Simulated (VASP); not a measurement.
# GW-BSE spectrum of Te, part 3 of 3

Wanted: the lowest vertical excitons of Te and its absorption. The cell has space group P3_121. The start is a cell from a database of measured crystal structures.

VASP 6.6.1, plane waves and PAW; the level of theory is named at each step.

So far, quasiparticle gap on the mesh (eV): step 4 (G0W0) 0.464.

### 5. BSE, Tamm-Dancoff

This step: BSE on G0W0 on PBE; plane waves and PAW (Te_GW) (VASP 6.6.1).

The Bethe-Salpeter equation adds the screened attraction of electron and hole to the quasiparticle pairs; ANTIRES = 0 leaves out the coupling to antiresonant pairs.

INCAR

```
SYSTEM = Te
PREC = Accurate
ENCUT = 300
ISMEAR = 0
SIGMA = 0.01
LREAL = .FALSE.
GGA = PE
NBANDS = 232
ALGO = BSE
NBANDSO = 5
NBANDSV = 5
OMEGAMAX = 25
NEDOS = 1000
CSHIFT = 0.1
PRECFOCK = Fast
LWAVE = .FALSE.
LCHARG = .FALSE.
ENCUTGW = 100
ANTIRES = 0
```

POSCAR

```
Te
1.0
    4.4572000000      0.0000000000      0.0000000000
   -2.2286000000      3.8600484297      0.0000000000
    0.0000000000      0.0000000000      5.9290000000
Te
3
Direct
    0.2633000000      0.0000000000      0.3333333333
    0.0000000000      0.2633000000      0.6666666667
    0.7367000000      0.7367000000      0.0000000000
```

KPOINTS

```
Automatic mesh
0
Gamma
6 6 4
0 0 0
```

The projector-augmented-wave data sets are Te_GW (PBE family, release 64).

The run is started by

```console
> mpirun -np 8 vasp_std
```

Output:

```text
[banner, memory and clock lines left out]
running    8 mpi-ranks, on    1 nodes
 distrk:  each k-point on    8 cores,    1 groups
 distr:  one band on    1 cores,    8 groups

 POSCAR found type information on POSCAR Te
 POSCAR found :  1 types and       3 ions
|                                                                             |
|           W    W    AA    RRRRR   N    N  II  N    N   GGGG   !!!           |
|           W    W   A  A   R    R  NN   N  II  NN   N  G    G  !!!           |
|           W    W  A    A  R    R  N N  N  II  N N  N  G       !!!           |
|           W WW W  AAAAAA  RRRRR   N  N N  II  N  N N  G  GGG   !            |
|           WW  WW  A    A  R   R   N   NN  II  N   NN  G    G                |
|           W    W  A    A  R    R  N    N  II  N    N   GGGG   !!!           |
|                                                                             |
|     For optimal performance we recommend to set                             |
|       NCORE = 2 up to number-of-cores-per-socket                            |
|     NCORE specifies how many cores store one orbital (NPAR=cpu/NCORE).      |
|     This setting can greatly improve the performance of VASP for DFT.       |
|     The default, NCORE=1 might be grossly inefficient on modern             |
|     multi-core architectures or massively parallel machines. Do your        |
|     Unfortunately you need to use the default for GW and RPA                |
|     calculations (for HF NCORE is supported but not extensively tested      |
|     yet).                                                                   |
|                                                                             |

|                                                                             |
|           W    W    AA    RRRRR   N    N  II  N    N   GGGG   !!!           |
|           W    W   A  A   R    R  NN   N  II  NN   N  G    G  !!!           |
|           W    W  A    A  R    R  N N  N  II  N N  N  G       !!!           |
|           W WW W  AAAAAA  RRRRR   N  N N  II  N  N N  G  GGG   !            |
|           WW  WW  A    A  R   R   N   NN  II  N   NN  G    G                |
|           W    W  A    A  R    R  N    N  II  N    N   GGGG   !!!           |
|                                                                             |
|     The default for ENCUTGWSOFT is different in this version of VASP.       |
|     please manually set ENCUTGWSOFT =100 in the INCAR file.                 |
|                                                                             |

 LDA part: xc-table for (Slater+PW92), standard interpolation
 found WAVECAR, reading the header
 POSCAR, INCAR and KPOINTS ok, starting setup
 FFT: planning ... GRIDC
 FFT: planning ... GRID_SOFT
 FFT: planning ... GRID
 reading WAVECAR
 the WAVECAR file was read successfully
 initial charge from wavefunction
 available memory per node:     60.57 GB, setting MAXMEM to     62022

 The Fermi energy was updated, please check that it is located mid-gap
 values below the HOMO (VB) or above the LUMO (CB) will cause erroneous energies
 E-fermi :   5.9080

 the WAVEDER file was read successfully
 responsefunction array rank=     256

 min. memory requirement per mpi rank    148.6 MB, per node   1189.1 MB

 Doing            0  frequencies on each core in blocks of            0
 Found all WFULLXXXX.tmp files
 reading now WFULL0001.tmp
 reading now WFULL0002.tmp
 reading now WFULL0003.tmp
 reading now WFULL0004.tmp
 reading now WFULL0005.tmp
 reading now WFULL0006.tmp
 reading now WFULL0007.tmp
 reading now WFULL0008.tmp
 reading now WFULL0009.tmp
 reading now WFULL0010.tmp
 reading now WFULL0011.tmp
 reading now WFULL0012.tmp
 reading now WFULL0013.tmp
 reading now WFULL0014.tmp
 reading now WFULL0015.tmp
 reading now WFULL0016.tmp
 reading now WFULL0017.tmp
 reading now WFULL0018.tmp
 reading now WFULL0019.tmp
 reading now WFULL0020.tmp
 reading now WFULL0021.tmp
 reading now WFULL0022.tmp
 reading now WFULL0023.tmp
 reading now WFULL0024.tmp
 parallelization over k-points
 Using distributed matrix
 Using distributed eigensolver
 allocating two-electron 4 orbital integral table    5    5    5    5
 BSE setting up matrix
 available memory per node:     60.42 GB, setting MAXMEM to     61867
 Calculate matrix elements of the BSE Hamiltonian:
 Workload is divided into blocks of two-electron 4 orbital integrals computed in
  parallel.
 Each block/integral has dimensions  of (   5,   5,   5,   5) orbitals
 Total number of blocks/integrals:                10440
 Number of spins:                                     1
 Number of kpoints:                                 144
 Spin channel:                                        1
  Number of blocks of unoccupied bands:               1
  Number of blocks of occupied bands:                 1
 Number of rows/columns of blocks:                  144

                                                        Time (sec)
               Integrals                 Ranks       Real         CPU
  [         1 -       1152/     10440]     8         0.84        0.00
  [      1153 -       2304/     10440]     8         1.71        0.00
  [      2305 -       3456/     10440]     8         2.55        0.00
  [      3457 -       4608/     10440]     8         3.41        0.00
  [      4609 -       5760/     10440]     8         4.29        0.00
  [      5761 -       6912/     10440]     8         5.13        0.00
  [      6913 -       8064/     10440]     8         5.98        0.00
  [      8065 -       9216/     10440]     8         6.81        0.00
  [      9217 -      10368/     10440]     8         7.65        0.00
  [     10369 -      10440/     10440]     8         7.77        0.00

 BSE redistributing all elements
 BSE diagonalizing matrix PDSYEVX_ZHEEVX_DESC
 BSE calculating oscillator strength
```

Wall time 14 s (8 MPI ranks of Intel Xeon 6975P-C (Granite Rapids), shared host); peak memory 3.3 GiB; 90 s of CPU time.

Parts of OUTCAR (step 5):

```text
   NELECT =      18.0000    total number of electrons

 E-fermi :   5.9080

[... 9 parts as in an earlier step ...]

[... 1 further part left out ...]
```

Numbers from this step:

```yaml
lowest_excitation: 0.4435 eV
direct_gap_less_the_lowest_excitation: 0.02010 eV
```

The imaginary dielectric function has structure finer than the step of the table below, so its rows give means over 0.5 eV, whole bins alone (the curve runs from 0 to 25 eV). Peaks (eV: height): xx 0.43: 400, 1.93: 62.1; zz 1.25: 73.4, 1.55: 126.

From 5 filled and 5 empty bands alone, without any pair above OMEGAMAX = 25 eV, so strength is missing wherever others contribute; lines are broadened by CSHIFT, which also makes the tail under the first line. Imaginary dielectric function against photon energy; means over each step:

| photon energy (eV) | xx | zz |
| --- | --- | --- |
| 0.5 | 192 | 2.38 |
| 1.0 | 19.1 | 23.6 |
| 1.5 | 26.2 | 89.5 |
| 2.0 | 54.0 | 60.9 |
| 2.5 | 25.3 | 30.6 |
| 3.0 | 11.3 | 11.8 |
| 3.5 | 6.96 | 7.61 |
| 4.0 | 4.46 | 6.00 |
| 4.5 | 2.68 | 4.05 |
| 5.0 | 2.97 | 3.54 |
| 5.5 | 2.42 | 3.44 |
| 6.0 | 2.91 | 3.39 |
| 6.5 | 3.97 | 3.26 |
| 7.0 | 3.90 | 2.68 |
| 7.5 | 3.36 | 2.04 |
| 8.0 | 3.60 | 1.52 |
| 8.5 | 2.63 | 1.24 |
| 9.0 | 2.17 | 0.853 |
| 9.5 | 2.52 | 0.441 |
| 10.0 | 2.70 | 0.213 |
| 10.5 | 1.73 | 0.235 |
| 11.0 | 0.684 | 0.105 |
| 11.5 | 0.272 | 0.0533 |
| 12.0 | 0.0960 | 0.0363 |
| 12.5 | 0.0559 | 0.0288 |
| 13.0 | 0.0416 | 0.0243 |
| 13.5 | 0.0331 | 0.0209 |
| 14.0 | 0.0273 | 0.0182 |
| 14.5 | 0.0231 | 0.0160 |
| 15.0 | 0.0198 | 0.0142 |
| 15.5 | 0.0172 | 0.0126 |
| 16.0 | 0.0151 | 0.0113 |

Some of the lowest 40 states alone, with states under 2.5 meV apart joined, scaled to the strongest line shown. Lines of the exciton spectrum (strongest = 100):

| position (eV) | lines merged | oscillator strength |
| --- | --- | --- |
| 0.444 | 2 | 100 |
| 0.446 | 2 | 80 |
| 1.238 | 1 | 13 |
| 1.242 | 2 | 4.0 |
| 1.562 | 1 | 14 |
| 1.570 | 1 | 0.0 |
| 1.589 | 6 | 11 |
| 1.594 | 4 | 0.0 |
| 1.597 | 2 | 1.7 |
| 1.609 | 6 | 1.3 |
| 1.614 | 4 | 0.2 |
| 1.618 | 2 | 0.4 |
| 1.626 | 4 | 0.2 |
| 1.633 | 2 | 0.5 |

The lowest excitation lies at 0.444 eV, -20 meV against the direct gap of these orbitals. No second mesh in this session tests these energies, peaks and heights.

### 6. Without the electron-hole attraction

This step: BSE on G0W0 on PBE, without the electron-hole attraction; plane waves and PAW (Te_GW) (VASP 6.6.1).

LADDER = .FALSE. removes the attraction and keeps the local fields, which shows what the attraction does.

Edit INCAR of step 5 so:

```diff
@@ -19 +19,2 @@
 ANTIRES = 0
+LADDER = .FALSE.
```

POSCAR is that of step 5.

KPOINTS is that of step 5.

The run is started by

```console
> mpirun -np 8 vasp_std
```

Output:

```text
[banner, memory and clock lines left out]
 LDA part: xc-table for (Slater+PW92), standard interpolation
 found WAVECAR, reading the header
 POSCAR, INCAR and KPOINTS ok, starting setup
 FFT: planning ... GRIDC
 FFT: planning ... GRID_SOFT
 FFT: planning ... GRID
 reading WAVECAR
 the WAVECAR file was read successfully
 initial charge from wavefunction
 available memory per node:     61.77 GB, setting MAXMEM to     63256

 Doing            0  frequencies on each core in blocks of            0
 parallelization over k-points
 Using distributed matrix
 Using distributed eigensolver
 allocating two-electron 4 orbital integral table    5    5    5    5
 BSE setting up matrix
 available memory per node:     61.67 GB, setting MAXMEM to     63152
 Calculate matrix elements of the BSE Hamiltonian:
 Workload is divided into blocks of two-electron 4 orbital integrals computed in
  parallel.
 Each block/integral has dimensions  of (   5,   5,   5,   5) orbitals
 Total number of blocks/integrals:                10440
 Number of spins:                                     1
 Number of kpoints:                                 144
 Spin channel:                                        1
  Number of blocks of unoccupied bands:               1
  Number of blocks of occupied bands:                 1
 Number of rows/columns of blocks:                  144

                                                        Time (sec)
               Integrals                 Ranks       Real         CPU
  [         1 -       1152/     10440]     8         0.69        0.00
  [      1153 -       2304/     10440]     8         1.27        0.00
  [      2305 -       3456/     10440]     8         1.78        0.00
  [      3457 -       4608/     10440]     8         2.27        0.00
  [      4609 -       5760/     10440]     8         2.76        0.00
  [      5761 -       6912/     10440]     8         3.26        0.00
  [      6913 -       8064/     10440]     8         3.78        0.00
  [      8065 -       9216/     10440]     8         4.28        0.00
  [      9217 -      10368/     10440]     8         4.78        0.00
  [     10369 -      10440/     10440]     8         4.84        0.00

[... 7 parts as in an earlier step ...]
```

It took 11 s on 8 MPI ranks; peak memory 2.2 GiB; 72 s of CPU time.

From OUTCAR (step 6):

```text
   NELECT =      18.0000    total number of electrons

 E-fermi :   5.9080

[... 9 parts as in an earlier step ...]

[... 1 further part left out ...]
```

This step gave:

```yaml
lowest_excitation: 0.4649 eV
```

The imaginary dielectric function has structure finer than the step of the table below, so its rows give means over 1 eV, whole bins alone (the curve runs from 0 to 25 eV). Peaks (eV: height): xx 0.5: 370; zz 1.3: 56.3, 1.6: 101, 2.3: 55.0.

From 5 filled and 5 empty bands alone, without any pair above OMEGAMAX = 25 eV, so strength is missing wherever others contribute; lines are broadened by CSHIFT, which also makes the tail under the first line. The imaginary dielectric function by photon energy; means over each step:

| photon energy (eV) | xx | zz |
| --- | --- | --- |
| 1 | 51.4 | 20.1 |
| 2 | 41.3 | 66.1 |
| 3 | 15.1 | 19.2 |
| 4 | 6.03 | 7.91 |
| 5 | 2.89 | 4.40 |
| 6 | 2.79 | 4.25 |
| 7 | 3.47 | 3.80 |
| 8 | 3.67 | 2.19 |
| 9 | 2.57 | 1.38 |
| 10 | 2.32 | 0.423 |
| 11 | 2.64 | 0.169 |
| 12 | 0.319 | 0.0489 |
| 13 | 0.0641 | 0.0299 |
| 14 | 0.0365 | 0.0219 |
| 15 | 0.0249 | 0.0169 |
| 16 | 0.0183 | 0.0134 |
| 17 | 0.0142 | 0.0108 |
| 18 | 0.0113 | 0.00891 |

The lowest excitation lies at 0.465 eV, +21 meV against the Tamm-Dancoff singlet. Peak heights aren't converged with the mesh, least of all at the onset.

### 7. Independent quasiparticles

This step: BSE on G0W0 on PBE, independent quasiparticles; plane waves and PAW (Te_GW) (VASP 6.6.1).

With LADDER and LHARTREE off the pairs don't interact at all, so the lowest line must equal the direct gap.

Edit INCAR of step 6 so:

```diff
@@ -20 +20,2 @@
 LADDER = .FALSE.
+LHARTREE = .FALSE.
```

POSCAR is that of step 6.

KPOINTS is that of step 6.

The run is started by

```console
> mpirun -np 8 vasp_std
```

Output:

```text
[banner, memory and clock lines left out]
 LDA part: xc-table for (Slater+PW92), standard interpolation
 found WAVECAR, reading the header
 POSCAR, INCAR and KPOINTS ok, starting setup
 FFT: planning ... GRIDC
 FFT: planning ... GRID_SOFT
 FFT: planning ... GRID
 reading WAVECAR
 the WAVECAR file was read successfully
 initial charge from wavefunction
 available memory per node:     60.35 GB, setting MAXMEM to     61796

 Doing            0  frequencies on each core in blocks of            0
 parallelization over k-points
 Using distributed matrix
 Using distributed eigensolver
 allocating two-electron 4 orbital integral table    5    5    5    5
 BSE setting up matrix
 available memory per node:     60.11 GB, setting MAXMEM to     61551
 Calculate matrix elements of the BSE Hamiltonian:
 Workload is divided into blocks of two-electron 4 orbital integrals computed in
  parallel.
 Each block/integral has dimensions  of (   5,   5,   5,   5) orbitals
 Total number of blocks/integrals:                10440
 Number of spins:                                     1
 Number of kpoints:                                 144
 Spin channel:                                        1
  Number of blocks of unoccupied bands:               1
  Number of blocks of occupied bands:                 1
 Number of rows/columns of blocks:                  144

                                                        Time (sec)
               Integrals                 Ranks       Real         CPU
  [         1 -       1152/     10440]     8         0.10        0.00
  [      1153 -       2304/     10440]     8         0.18        0.00
  [      2305 -       3456/     10440]     8         0.27        0.00
  [      3457 -       4608/     10440]     8         0.35        0.00
  [      4609 -       5760/     10440]     8         0.44        0.00
  [      5761 -       6912/     10440]     8         0.52        0.00
  [      6913 -       8064/     10440]     8         0.61        0.00
  [      8065 -       9216/     10440]     8         0.70        0.00
  [      9217 -      10368/     10440]     8         0.79        0.00
  [     10369 -      10440/     10440]     8         0.80        0.00

[... 7 parts as in an earlier step ...]
```

It took 7 s on 8 MPI ranks; peak memory 2.2 GiB.

From OUTCAR (step 7):

```text
   NELECT =      18.0000    total number of electrons

 E-fermi :   5.9080

[... 9 parts as in an earlier step ...]

[... 1 further part left out ...]
```

Numbers from this step:

```
lowest excitation : 0.4636 eV
```

The imaginary dielectric function has structure finer than the step of the table below, so its rows give means over 1 eV, whole bins alone (the curve runs from 0 to 25 eV). Peaks (eV: height): xx 0.5: 364, 1.9: 59.9; zz 1.3: 61.1, 1.6: 112, 2.3: 60.8.

From 5 filled and 5 empty bands alone, without any pair above OMEGAMAX = 25 eV, so strength is missing wherever others contribute; lines are broadened by CSHIFT, which also makes the tail under the first line. Imaginary dielectric function against photon energy; means over each step:

| photon energy (eV) | xx | zz |
| --- | --- | --- |
| 1 | 51.4 | 22.0 |
| 2 | 44.9 | 70.5 |
| 3 | 14.2 | 17.4 |
| 4 | 5.32 | 7.34 |
| 5 | 3.07 | 3.70 |
| 6 | 3.59 | 3.62 |
| 7 | 4.58 | 2.58 |
| 8 | 3.04 | 1.50 |
| 9 | 1.09 | 0.761 |
| 10 | 0.367 | 0.225 |
| 11 | 0.122 | 0.0972 |
| 12 | 0.0441 | 0.0374 |
| 13 | 0.0277 | 0.0250 |
| 14 | 0.0204 | 0.0188 |
| 15 | 0.0157 | 0.0147 |
| 16 | 0.0124 | 0.0118 |
| 17 | 0.0100 | 0.00962 |

The lowest excitation lies at 0.464 eV, +20 meV against the Tamm-Dancoff singlet. Peak heights aren't converged with the mesh, least of all at the onset.

### 8. Summary

This step: BSE on G0W0 on PBE; plane waves and PAW (VASP 6.6.1).

No new run; the numbers come from the runs before.

Cost is wall time times ranks on a shared host, for this step alone, without the steps before it. Excitations by level:

| level | first excitation (eV) | cost (core minutes) |
| --- | --- | --- |
| BSE, Tamm-Dancoff | 0.4435 | 1.87 |
| without the electron-hole attraction | 0.4649 | 1.52 |
| independent quasiparticles | 0.4636 | 0.93 |

### 9. Outcome

```yaml
bse_tamm_dancoff: lowest vertical excitation 0.444 eV; direct gap 0.464 eV
without_the_electron_hole_attraction: lowest vertical excitation 0.465 eV; direct gap 0.464 eV
independent_quasiparticles: lowest vertical excitation 0.464 eV; direct gap 0.464 eV
```

**Reading.** The Bethe-Salpeter equation puts the lowest vertical singlet excitation at 0.444 eV, 0.02 eV below the direct gap of 0.464 eV; the states within 10 meV of it carry 100 % of the strength of the strongest such group among the lowest 40 states. The attraction moves the centre of weight of eps2 xx over the computed range by -0.17 eV against the run without the attraction. The spectra were run on one mesh, so the distance from the gap isn't shown to be converged; coarse meshes tend to overstate it. Bands, response cutoff and mesh of the GW step weren't tested in this session. The orbitals give an independent-particle dielectric component as large as 438 on this mesh, where the few k points at the small direct gap weigh too much; the screening isn't converged. Only the bands set by NBANDSO and NBANDSV form pairs, and any pair above OMEGAMAX = 25 eV is dropped, so the spectrum is that of this window; the window can cut degenerate bands, and the ratio of directions in the curves is that of the window, not of the crystal. VASP warned in the GW step that its automatic frequency mesh may not suit quasiparticle energies. Spin-orbit coupling is left out; with Te in the cell it can split or shift band edges, by an amount that depends on which atoms form them and isn't tested here. The atoms weren't relaxed and carry forces of up to 0.30 eV/Å at PBE in the first static run, so the numbers belong to the given coordinates, and a relaxation would change them. Not tabulated here, as repeats of values shown or as unfit to read for their mesh, reference level or band range: eps2 curves (empty bands); eps1 curves and static values (BSE, empty bands, independent quasiparticles, without the electron-hole attraction); line lists of runs without attraction (independent quasiparticles, without the electron-hole attraction).

[Lines on the potential files, build, host, timing and source positions are cut from VASP's logs without a mark.]

[Logs are printed without paths, hosts, clocks, repeated set-up lines and the standing remarks that a program may print on its own settings, such as how far it seeks lower states.]

[Hosts, paths, dates, database ids (printed as entryN), source tags and the programs' standing remarks are cut or masked in the printed files.]

[Pressures printed for these runs are not shown converged in the cutoff: they can be off by several GPa and have the wrong sign.]
